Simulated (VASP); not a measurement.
TePd3, 4 atoms in the cell. The structure is tetragonal, space group I4/mmm (No. 139). Conventional cell: a = 4.597 Å, b = 4.597 Å, c = 6.535 Å, α = 90.00°, β = 90.00°, γ = 90.00°. Te (site symmetry 4/mmm) has 8 Pd at 2.82 Å as nearest neighbours. Pd (site symmetry -4m2) has 4 Te at 2.82 Å and 4 Pd at 2.82 Å as nearest neighbours. Around Pd (site symmetry 4/mmm) lie 8 Pd at 2.82 Å. The cell comes from a database or a generator and needn't be the stable form of this composition.

- Program: VASP 6.6.1
- Task: single point
- Functional: r2SCAN
- Potentials or basis: VASP PAW PBE potentials, release 64 (Te, Pd)
- Cutoff: 520 eV
- k mesh: 10 × 10 × 10
- Occupations: gaussian, width 0.1 eV
- Spin: no spin polarisation
- Dipole correction: no
- Further INCAR settings: ALGO = Normal; EDIFF = 1e-06; NBANDS = 26

Potentials or basis: VASP PAW PBE potentials, release 64 (Te, Pd).

Launch:

```bash
$ cat potpaw_PBE.64/Te/POTCAR potpaw_PBE.64/Pd/POTCAR > POTCAR
$ cp INCAR.step1 INCAR
$ mpirun -np 1 vasp_std > vasp.out
$ cp INCAR.step2 INCAR
$ mpirun -np 1 vasp_std > vasp.out
```

Hardware: 1 thread of Intel(R) Xeon(R) Platinum 8488C (Sapphire Rapids), on a shared host.

Question: How long does it take, and how much memory?

Answer: Run time: 6.1 min on 1 thread of Intel(R) Xeon(R) Platinum 8488C (Sapphire Rapids), with other jobs on the host, peak memory 0.32 GiB. Counts: scf iterations 12, k points 102.
